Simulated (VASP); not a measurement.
```xyz
24
Lattice="8.7583 0.0000 0.0000 0.0000 6.6021 0.0000 0.0000 0.0000 11.3004" Properties=species:S:1:pos:R:3 pbc="T T T"
Ba     7.3401     1.6505    10.2394
Ba     1.4182     4.9516     1.0610
Ba     5.7973     4.9516     4.5892
Ba     2.9610     1.6505     6.7112
Ba     0.1439     1.6505     3.5009
Ba     8.6144     4.9516     7.7995
Ba     4.2353     4.9516     9.1511
Ba     4.5230     1.6505     2.1493
Si     7.0899     3.7605     1.6585
Si     1.6684     2.8417     9.6419
Si     6.0476     2.8417     7.3087
Si     2.7107     3.7605     3.9917
Si     2.7107     6.1428     3.9917
Si     6.0476     0.4594     7.3087
Si     1.6684     0.4594     9.6419
Si     7.0899     6.1428     1.6585
Si     2.6755     4.9516     6.0539
Si     6.0828     1.6505     5.2465
Si     1.7037     1.6505     0.4037
Si     7.0546     4.9516    10.8968
Si     0.7255     4.9516     4.6046
Si     8.0328     1.6505     6.6958
Si     3.6537     1.6505    10.2548
Si     5.1046     4.9516     1.0456
```

Computed with LDA (Ceperley-Alder, Perdew-Zunger), VASP's LDA PAW potentials (set 64) (plane waves; VASP 6.6.1). Settings: LREAL = Auto, 400 eV cut-off, Gaussian smearing of 0.050 eV, potentials Ba_sv Si.

Unless said otherwise, spin-orbit coupling is left out, though it shifts the bands of the heavy elements here.

Problem. Give the energies of bands 67 to 80 at the high-symmetry points, in eV from the valence-band maximum.

Solution. 
| band | Γ | X | S | Y | Z | U | R | T |
|---|---|---|---|---|---|---|---|---|
| 67 | -1.04 | -0.87 | -0.96 | -0.80 | -1.12 | -0.67 | -0.89 | -0.98 |
| 68 | -0.99 | -0.87 | -0.96 | -0.80 | -1.12 | -0.67 | -0.89 | -0.98 |
| 69 | -0.68 | -0.61 | -0.55 | -0.80 | -0.54 | -0.57 | -0.47 | -0.74 |
| 70 | -0.40 | -0.61 | -0.55 | -0.80 | -0.54 | -0.57 | -0.47 | -0.74 |
| 71 | -0.37 | -0.53 | -0.55 | -0.18 | -0.22 | -0.50 | -0.47 | -0.34 |
| 72 | -0.26 | -0.53 | -0.55 | -0.18 | -0.22 | -0.50 | -0.47 | -0.34 |
| 73 | 0.95 | 1.11 | 0.93 | 0.66 | 1.11 | 1.11 | 0.82 | 0.57 |
| 74 | 0.96 | 1.11 | 0.93 | 0.66 | 1.11 | 1.11 | 0.82 | 0.57 |
| 75 | 1.19 | 1.20 | 0.93 | 1.20 | 1.23 | 1.47 | 0.82 | 0.79 |
| 76 | 1.39 | 1.20 | 0.93 | 1.20 | 1.23 | 1.47 | 0.82 | 0.79 |
| 77 | 1.43 | 1.23 | 1.49 | 1.22 | 1.82 | 1.60 | 1.31 | 1.52 |
| 78 | 1.79 | 1.23 | 1.49 | 1.22 | 1.82 | 1.60 | 1.31 | 1.52 |
| 79 | 2.11 | 1.62 | 1.49 | 1.71 | 2.08 | 1.62 | 1.31 | 1.69 |
| 80 | 2.24 | 1.62 | 1.49 | 1.71 | 2.08 | 1.62 | 1.31 | 1.69 |

The gap is indirect, 0.57 eV, from the valence maximum at Y-Γ at 0.33 to the conduction minimum at T.

The structure comes from a computed database's BaSi2 entry (Pnma); how it stands against other phases isn't given here. It was relaxed first, which changed the volume by -8 %.
